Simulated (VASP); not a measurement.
# K (Im-3m): thermal expansion, part 3 of 5

Wanted: volume, bulk modulus and heat capacity of K against temperature. The start is a cell from a database of measured crystal structures.

VASP 6.6.1; PBEsol; plane waves and PAW (K_sv).

Still holding for the runs below: This run has no spin polarisation. Its electron count is odd, so without a moment it is a metal by construction. The k-mesh is coarse for a metal.

So far. Step 3 (Second relaxation): Little changed from the start: no atom moved by 0.005 Å and no cell edge by 0.1 %. Step 4 (Static energy at fixed volume, volume scale 1): Little changed from the start: no atom moved by 0.005 Å and no cell edge by 0.1 %.

The database entry behind the starting cell lists a temperature near 5 K, so it need not match the best structure at ambient conditions.

### Step 6. Static energy at fixed volume, volume scale 1.02

System of this step: K. It takes space group Im-3m (No. 229, cubic). The conventional cell has a = 5.244 Å, b = 5.244 Å, c = 5.244 Å, α = 90.00°, β = 90.00°, γ = 90.00°. K has 8 K at 4.54 Å nearest.

The input, INCAR:

```
SYSTEM = K
PREC = Accurate
ENCUT = 400
EDIFF = 1E-08
NELM = 100
ISMEAR = 1
SIGMA = 0.15
LREAL = .FALSE.
ALGO = Normal
GGA = PS
NBANDS = 10
LORBIT = 11
LWAVE = .FALSE.
LCHARG = .FALSE.
KPAR = 12
IBRION = 2
NSW = 30
ISIF = 4
EDIFFG = -0.002
```

The input, POSCAR:

```
K
1.0
   -2.6221836027      2.6221836027      2.6221836027
    2.6221836027     -2.6221836027      2.6221836027
    2.6221836027      2.6221836027     -2.6221836027
K
1
Direct
    0.0000000000      0.0000000000      0.0000000000
```

The input, KPOINTS:

```
Automatic mesh
0
Gamma
9 9 9
0 0 0
```

PAW data sets: K_sv (PBE family, release 64).

Command:

```bash
$ mpirun -np 12 vasp_std
```

Log:

```text
[... set-up lines as in an earlier step ...]
 entering main loop
       N       E                     dE             d eps       ncg     rms          rms(c)
DAV:   1     0.364465473784E+02    0.36447E+02   -0.32143E+03   700   0.566E+02
DAV:   2    -0.332313998090E-01   -0.36480E+02   -0.35777E+02   760   0.172E+02
DAV:   3    -0.110891948642E+01   -0.10757E+01   -0.10745E+01  1098   0.236E+01
DAV:   4    -0.113765478191E+01   -0.28735E-01   -0.28720E-01   884   0.354E+00
[...]
DAV:  12    -0.113629515568E+01    0.94920E-07   -0.16512E-08   980   0.732E-04    0.134E-04
DAV:  13    -0.113629518450E+01   -0.28822E-07   -0.92330E-10   480   0.228E-04    0.701E-05
DAV:  14    -0.113629518177E+01    0.27363E-08   -0.20706E-10   444   0.918E-05
   1 F= -.11362952E+01 E0= -.11363086E+01  d E =-.113630E+01
[...]
reached required accuracy - stopping structural energy minimisation
```

It took 2.2 s on 12 MPI ranks of Intel Xeon 6975P-C (Granite Rapids), shared host; peak memory 2 GiB.

OUTCAR, selected parts (step 6):

```text
  Total       -0.0338005     -0.0338005     -0.0338005      0.0000000     -0.0000000      0.0000000
  in kB       -0.7509044     -0.7509044     -0.7509044      0.0000000     -0.0000000      0.0000000
  external PRESSURE =      -0.7509044 kB  Pullay stress =       0.0000000 kB

 POSITION                                       TOTAL-FORCE (eV/Angst)
 -----------------------------------------------------------------------------------
      0.00000      0.00000      0.00000         0.000000     -0.000000      0.000000
 -----------------------------------------------------------------------------------
    total drift:                               -0.000000     -0.000000      0.000000

  FREE ENERGIE OF THE ION-ELECTRON SYSTEM (eV)
  ---------------------------------------------------
  free  energy   TOTEN  =        -1.1362951818 eV

  energy  without entropy=       -1.1363355582  energy(sigma->0) =       -1.13630864

[... 2 parts as in an earlier step ...]

[... 2 further parts left out ...]
[key lines of the parts left out:]
E-fermi :  -0.1144
```

Little changed from the start: no atom moved by 0.005 Å and no cell edge by 0.1 %.

### Step 7. Force constants in the supercell, volume scale 1.02

System of this step: K. The structure is cubic, space group Im-3m (No. 229). The conventional cell has a = 5.244 Å, b = 5.244 Å, c = 5.244 Å, α = 90.00°, β = 90.00°, γ = 90.00°. Nearest to K lie 8 K at 4.54 Å.

The input, INCAR:

```
SYSTEM = K
PREC = Accurate
ENCUT = 400
EDIFF = 1E-07
NELM = 100
ISMEAR = 1
SIGMA = 0.15
LREAL = .FALSE.
ALGO = Normal
GGA = PS
LWAVE = .FALSE.
LCHARG = .FALSE.
KPAR = 12
IBRION = 6
NSW = 1
NFREE = 2
POTIM = 0.015
ISIF = 0
ADDGRID = .TRUE.
```

The input, POSCAR:

```
K
1.0
   -7.8665508081      7.8665508081      7.8665508081
    7.8665508081     -7.8665508081      7.8665508081
    7.8665508081      7.8665508081     -7.8665508081
K
27
Direct
    0.0000000000      0.0000000000      0.0000000000
    0.0000000000      0.0000000000      0.3333333333
    0.0000000000      0.0000000000      0.6666666667
    0.0000000000      0.3333333333      0.0000000000
    0.0000000000      0.3333333333      0.3333333333
    0.0000000000      0.3333333333      0.6666666667
    0.0000000000      0.6666666667      0.0000000000
    0.0000000000      0.6666666667      0.3333333333
    0.0000000000      0.6666666667      0.6666666667
    0.3333333333      0.0000000000      0.0000000000
    0.3333333333      0.0000000000      0.3333333333
    0.3333333333      0.0000000000      0.6666666667
    0.3333333333      0.3333333333      0.0000000000
    0.3333333333      0.3333333333      0.3333333333
    0.3333333333      0.3333333333      0.6666666667
    0.3333333333      0.6666666667      0.0000000000
    0.3333333333      0.6666666667      0.3333333333
    0.3333333333      0.6666666667      0.6666666667
    0.6666666667      0.0000000000      0.0000000000
    0.6666666667      0.0000000000      0.3333333333
    0.6666666667      0.0000000000      0.6666666667
    0.6666666667      0.3333333333      0.0000000000
    0.6666666667      0.3333333333      0.3333333333
    0.6666666667      0.3333333333      0.6666666667
    0.6666666667      0.6666666667      0.0000000000
    0.6666666667      0.6666666667      0.3333333333
    0.6666666667      0.6666666667      0.6666666667
```

The input, KPOINTS:

```
Automatic mesh
0
Gamma
3 3 3
0 0 0
```

Command:

```bash
$ mpirun -np 12 vasp_std
```

Log:

```text
[banner, memory and clock lines left out]
running   12 mpi-ranks, on    1 nodes
[...]
[... a notice as in an earlier step ...]

 [... a notice as in an earlier step ...]

 [... a notice as in an earlier step ...]

 LDA part: xc-table for (Slater+PW92), standard interpolation
 POSCAR, INCAR and KPOINTS ok, starting setup
[...]
entering main loop
       N       E                     dE             d eps       ncg     rms          rms(c)
DAV:   1     0.168044340874E+04    0.16804E+04   -0.92593E+04  1352   0.111E+03
DAV:   2     0.123349743285E+03   -0.15571E+04   -0.15355E+04  1308   0.352E+02
DAV:   3    -0.189896208798E+02   -0.14234E+03   -0.14028E+03  1608   0.762E+01
DAV:   4    -0.299613380454E+02   -0.10972E+02   -0.10940E+02  1984   0.197E+01
[...]
DAV:  12    -0.306812212465E+02    0.84566E-05   -0.33545E-06  1392   0.419E-03    0.231E-03
DAV:  13    -0.306812207763E+02    0.47026E-06   -0.17757E-07   904   0.825E-04    0.769E-04
DAV:  14    -0.306812208757E+02   -0.99397E-07   -0.49242E-08   712   0.553E-04
[...]
DAV:   6    -0.306811742212E+02   -0.20587E-06   -0.29268E-06  2464   0.335E-03    0.713E-03
DAV:   7    -0.306811742564E+02   -0.35114E-07   -0.16590E-07  1464   0.844E-04
   2 F= -.30681174E+02 E0= -.30681538E+02  d E =0.109042E-02
 Finite differences progress:
  Degree of freedom:   1/  1
  Displacement:        1/  2
  Total:               1/  2
[...]
N       E                     dE             d eps       ncg     rms          rms(c)
DAV:   1    -0.306775684896E+02    0.36057E-02   -0.18682E+00  1748   0.287E+00    0.181E-01
DAV:   2    -0.306810208990E+02   -0.34524E-02   -0.37239E-02  1836   0.502E-01    0.718E-02
DAV:   3    -0.306811910474E+02   -0.17015E-03   -0.22637E-03  2598   0.732E-02    0.527E-02
DAV:   4    -0.306811812522E+02    0.97953E-05   -0.29382E-05  2144   0.124E-02    0.367E-02
DAV:   5    -0.306811736200E+02    0.76322E-05   -0.22955E-05  1999   0.148E-02    0.155E-02
DAV:   6    -0.306811741118E+02   -0.49189E-06   -0.77147E-06  2640   0.571E-03    0.973E-03
DAV:   7    -0.306811741995E+02   -0.87628E-07   -0.61318E-07  2360   0.148E-03
   3 F= -.30681174E+02 E0= -.30681538E+02  d E =0.109043E-02
 Finite differences progress:
  Degree of freedom:   1/  1
  Displacement:        2/  2
  Total:               2/  2
```

Run time: 13 min. Hardware: 12 MPI ranks; peak memory 33 GiB.

OUTCAR, selected parts (step 7):

```text
 POSITION                                       TOTAL-FORCE (eV/Angst)
 -----------------------------------------------------------------------------------
     -0.01500      0.00000      0.00000         0.006197      0.000000     -0.000000
      2.62218      2.62218     -2.62218        -0.000717     -0.000768      0.000768
      5.24437      5.24437     -5.24437        -0.000724     -0.000782      0.000782
      2.62218     -2.62218      2.62218        -0.000717      0.000768     -0.000768
      5.24437      0.00000      0.00000        -0.000244      0.000000     -0.000000
      7.86655      2.62218     -2.62218        -0.000031     -0.000000      0.000000
      5.24437     -5.24437      5.24437        -0.000724      0.000782     -0.000782
      7.86655     -2.62218      2.62218        -0.000031      0.000000     -0.000000
     10.48873      0.00000      0.00000        -0.000269      0.000000     -0.000000
     -2.62218      2.62218      2.62218        -0.000724      0.000782      0.000782
      0.00000      5.24437      0.00000        -0.000039     -0.000000     -0.000000
      2.62218      7.86655     -2.62218         0.000045      0.000000     -0.000036
      0.00000      0.00000      5.24437        -0.000039      0.000000     -0.000000
      2.62218      2.62218      2.62218        -0.000717     -0.000768     -0.000768
[...]
-----------------------------------------------------------------------------------
    total drift:                               -0.000019      0.000001      0.000001

  FREE ENERGIE OF THE ION-ELECTRON SYSTEM (eV)
  ---------------------------------------------------
  free  energy   TOTEN  =       -30.6811741995 eV

  energy  without entropy=      -30.6822646268  energy(sigma->0) =      -30.68153768

[... 1 part as in an earlier step ...]

[... 2 further parts left out ...]
[key lines of the parts left out:]
E-fermi :  -0.1144
```

Table of vibrational free energy by temperature:

| temperature (K) | vibrational free energy (meV/atom) |
| --- | --- |
| 0 | 9.47 |
| 40 | 7.00 |
| 80 | -2.66 |
| 120 | -17.2 |
| 160 | -35.2 |
| 200 | -55.7 |
| 240 | -78.3 |
| 280 | -103 |
| 320 | -128 |

### Step 8. Static energy at fixed volume, volume scale 1.04

System of this step: K. It takes space group Im-3m (No. 229, cubic). Conventional cell: a = 5.278 Å, b = 5.278 Å, c = 5.278 Å, α = 90.00°, β = 90.00°, γ = 90.00°. Nearest to K lie 8 K at 4.57 Å.

The input, INCAR:

```
SYSTEM = K
PREC = Accurate
ENCUT = 400
EDIFF = 1E-08
NELM = 100
ISMEAR = 1
SIGMA = 0.15
LREAL = .FALSE.
ALGO = Normal
GGA = PS
NBANDS = 10
LORBIT = 11
LWAVE = .FALSE.
LCHARG = .FALSE.
KPAR = 12
IBRION = 2
NSW = 30
ISIF = 4
EDIFFG = -0.002
```

The input, POSCAR:

```
K
1.0
   -2.6392112460      2.6392112460      2.6392112460
    2.6392112460     -2.6392112460      2.6392112460
    2.6392112460      2.6392112460     -2.6392112460
K
1
Direct
    0.0000000000      0.0000000000      0.0000000000
```

The input, KPOINTS:

```
Automatic mesh
0
Gamma
9 9 9
0 0 0
```

Command:

```bash
$ mpirun -np 12 vasp_std
```

Log:

```text
[... set-up lines as in an earlier step ...]
 entering main loop
       N       E                     dE             d eps       ncg     rms          rms(c)
DAV:   1     0.376481858523E+02    0.37648E+02   -0.30269E+03   700   0.553E+02
DAV:   2     0.155729932557E+00   -0.37492E+02   -0.37224E+02   762   0.170E+02
DAV:   3    -0.111503891864E+01   -0.12708E+01   -0.12665E+01  1156   0.250E+01
DAV:   4    -0.113683129549E+01   -0.21792E-01   -0.21785E-01   916   0.314E+00
[...]
DAV:  10    -0.113542646359E+01    0.82887E-06   -0.38712E-06  1042   0.152E-02    0.267E-03
DAV:  11    -0.113542621894E+01    0.24465E-06   -0.10147E-07   820   0.310E-03    0.129E-04
DAV:  12    -0.113542621164E+01    0.73037E-08   -0.53845E-09   784   0.326E-04
   1 F= -.11354262E+01 E0= -.11354485E+01  d E =-.113543E+01
[...]
reached required accuracy - stopping structural energy minimisation
```

Elapsed: 2.2 s, on 12 MPI ranks; peak memory 2 GiB.

OUTCAR, selected parts (step 8):

```text
  Total       -0.0641434     -0.0641434     -0.0641434     -0.0000000     -0.0000000      0.0000000
  in kB       -1.3975902     -1.3975902     -1.3975902     -0.0000000     -0.0000000      0.0000000
  external PRESSURE =      -1.3975902 kB  Pullay stress =       0.0000000 kB

 POSITION                                       TOTAL-FORCE (eV/Angst)
 -----------------------------------------------------------------------------------
      0.00000      0.00000      0.00000        -0.000000      0.000000      0.000000
 -----------------------------------------------------------------------------------
    total drift:                               -0.000000     -0.000000      0.000000

  FREE ENERGIE OF THE ION-ELECTRON SYSTEM (eV)
  ---------------------------------------------------
  free  energy   TOTEN  =        -1.1354262116 eV

  energy  without entropy=       -1.1354930625  energy(sigma->0) =       -1.13544850

[... 2 parts as in an earlier step ...]

[... 2 further parts left out ...]
[key lines of the parts left out:]
E-fermi :  -0.1554
```

Little changed from the start: no atom moved by 0.005 Å and no cell edge by 0.1 %.

### Step 9. Force constants in the supercell, volume scale 1.04

System of this step: K. It takes space group Im-3m (No. 229, cubic). The conventional cell has a = 5.278 Å, b = 5.278 Å, c = 5.278 Å, α = 90.00°, β = 90.00°, γ = 90.00°. Nearest to K lie 8 K at 4.57 Å.

The input, INCAR:

```
SYSTEM = K
PREC = Accurate
ENCUT = 400
EDIFF = 1E-07
NELM = 100
ISMEAR = 1
SIGMA = 0.15
LREAL = .FALSE.
ALGO = Normal
GGA = PS
LWAVE = .FALSE.
LCHARG = .FALSE.
KPAR = 12
IBRION = 6
NSW = 1
NFREE = 2
POTIM = 0.015
ISIF = 0
ADDGRID = .TRUE.
```

The input, POSCAR:

```
K
1.0
   -7.9176337380      7.9176337380      7.9176337380
    7.9176337380     -7.9176337380      7.9176337380
    7.9176337380      7.9176337380     -7.9176337380
K
27
Direct
    0.0000000000      0.0000000000      0.0000000000
    0.0000000000      0.0000000000      0.3333333333
    0.0000000000      0.0000000000      0.6666666667
    0.0000000000      0.3333333333      0.0000000000
    0.0000000000      0.3333333333      0.3333333333
    0.0000000000      0.3333333333      0.6666666667
    0.0000000000      0.6666666667      0.0000000000
    0.0000000000      0.6666666667      0.3333333333
    0.0000000000      0.6666666667      0.6666666667
    0.3333333333      0.0000000000      0.0000000000
    0.3333333333      0.0000000000      0.3333333333
    0.3333333333      0.0000000000      0.6666666667
    0.3333333333      0.3333333333      0.0000000000
    0.3333333333      0.3333333333      0.3333333333
    0.3333333333      0.3333333333      0.6666666667
    0.3333333333      0.6666666667      0.0000000000
    0.3333333333      0.6666666667      0.3333333333
    0.3333333333      0.6666666667      0.6666666667
    0.6666666667      0.0000000000      0.0000000000
    0.6666666667      0.0000000000      0.3333333333
    0.6666666667      0.0000000000      0.6666666667
    0.6666666667      0.3333333333      0.0000000000
    0.6666666667      0.3333333333      0.3333333333
    0.6666666667      0.3333333333      0.6666666667
    0.6666666667      0.6666666667      0.0000000000
    0.6666666667      0.6666666667      0.3333333333
    0.6666666667      0.6666666667      0.6666666667
```

The input, KPOINTS:

```
Automatic mesh
0
Gamma
3 3 3
0 0 0
```

Command:

```bash
$ mpirun -np 12 vasp_std
```

Log:

```text
[... set-up lines as in an earlier step ...]
 entering main loop
       N       E                     dE             d eps       ncg     rms          rms(c)
DAV:   1     0.168164429374E+04    0.16816E+04   -0.92141E+04  1352   0.111E+03
DAV:   2     0.125685926119E+03   -0.15560E+04   -0.15311E+04  1300   0.349E+02
DAV:   3    -0.191153924871E+02   -0.14480E+03   -0.14257E+03  1616   0.765E+01
DAV:   4    -0.299643416960E+02   -0.10849E+02   -0.10819E+02  1976   0.198E+01
[...]
DAV:  13    -0.306578127223E+02   -0.12458E-06   -0.12446E-07   864   0.727E-04    0.764E-04
DAV:  14    -0.306578124622E+02    0.26013E-06   -0.51155E-08   712   0.587E-04    0.376E-04
DAV:  15    -0.306578125549E+02   -0.92703E-07   -0.28249E-08   712   0.390E-04
   1 F= -.30657813E+02 E0= -.30658414E+02  d E =0.180502E-02
 Found     1 degrees of freedom:
 Finite differences POTIM= 0.01500 DOF=   1
[...]
N       E                     dE             d eps       ncg     rms          rms(c)
DAV:   1    -0.306566294431E+02    0.11830E-02   -0.59940E-01  1746   0.178E+00    0.114E-01
[...]
DAV:   6    -0.306577680094E+02   -0.20070E-06   -0.28491E-06  2472   0.331E-03    0.712E-03
DAV:   7    -0.306577680439E+02   -0.34495E-07   -0.16552E-07  1488   0.833E-04
   2 F= -.30657768E+02 E0= -.30658370E+02  d E =0.180524E-02
 Finite differences progress:
  Degree of freedom:   1/  1
  Displacement:        1/  2
  Total:               1/  2
[...]
N       E                     dE             d eps       ncg     rms          rms(c)
DAV:   1    -0.306541620396E+02    0.36060E-02   -0.18680E+00  1740   0.286E+00    0.182E-01
DAV:   2    -0.306576134423E+02   -0.34514E-02   -0.37267E-02  1841   0.500E-01    0.717E-02
DAV:   3    -0.306577844940E+02   -0.17105E-03   -0.22693E-03  2615   0.728E-02    0.524E-02
DAV:   4    -0.306577747824E+02    0.97116E-05   -0.29323E-05  2119   0.123E-02    0.364E-02
DAV:   5    -0.306577674271E+02    0.73553E-05   -0.22335E-05  2008   0.145E-02    0.155E-02
DAV:   6    -0.306577678911E+02   -0.46404E-06   -0.74176E-06  2640   0.561E-03    0.967E-03
DAV:   7    -0.306577679899E+02   -0.98746E-07   -0.66793E-07  2544   0.151E-03
   3 F= -.30657768E+02 E0= -.30658370E+02  d E =0.180524E-02
 Finite differences progress:
  Degree of freedom:   1/  1
  Displacement:        2/  2
  Total:               2/  2
```

Run time: 13 min. Hardware: 12 MPI ranks; peak memory 33 GiB.

From OUTCAR (step 9):

```text
 POSITION                                       TOTAL-FORCE (eV/Angst)
 -----------------------------------------------------------------------------------
     -0.01500      0.00000      0.00000         0.006000     -0.000000      0.000000
      2.63921      2.63921     -2.63921        -0.000691     -0.000721      0.000721
      5.27842      5.27842     -5.27842        -0.000697     -0.000734      0.000734
      2.63921     -2.63921      2.63921        -0.000691      0.000721     -0.000721
      5.27842      0.00000      0.00000        -0.000197     -0.000000      0.000000
      7.91763      2.63921     -2.63921        -0.000036     -0.000000      0.000000
      5.27842     -5.27842      5.27842        -0.000697      0.000734     -0.000734
      7.91763     -2.63921      2.63921        -0.000036      0.000000     -0.000000
     10.55684      0.00000      0.00000        -0.000218     -0.000000      0.000000
     -2.63921      2.63921      2.63921        -0.000697      0.000734      0.000734
      0.00000      5.27842      0.00000        -0.000047     -0.000000      0.000000
      2.63921      7.91763     -2.63921         0.000037     -0.000000     -0.000032
      0.00000      0.00000      5.27842        -0.000047     -0.000000     -0.000000
      2.63921      2.63921      2.63921        -0.000691     -0.000721     -0.000721
[...]
-----------------------------------------------------------------------------------
    total drift:                                0.000110      0.000001      0.000001

  FREE ENERGIE OF THE ION-ELECTRON SYSTEM (eV)
  ---------------------------------------------------
  free  energy   TOTEN  =       -30.6577679899 eV

  energy  without entropy=      -30.6595732296  energy(sigma->0) =      -30.65836974

[... 1 part as in an earlier step ...]

[... 2 further parts left out ...]
[key lines of the parts left out:]
E-fermi :  -0.1554
```

[end of part 3 of 5]

[Lines on the potential files, build, host, timing and source positions are cut from VASP's logs without a mark.]

[Logs are printed without paths, hosts, clocks, repeated set-up lines and the standing remarks that a program may print on its own settings, such as how far it seeks lower states.]

[Hosts, paths, dates, database ids (printed as entryN), source tags and the programs' standing remarks are cut or masked in the printed files.]

[In band tables of VASP the shares of atoms and orbitals are scaled to a sum of 1 inside the atoms' spheres.]
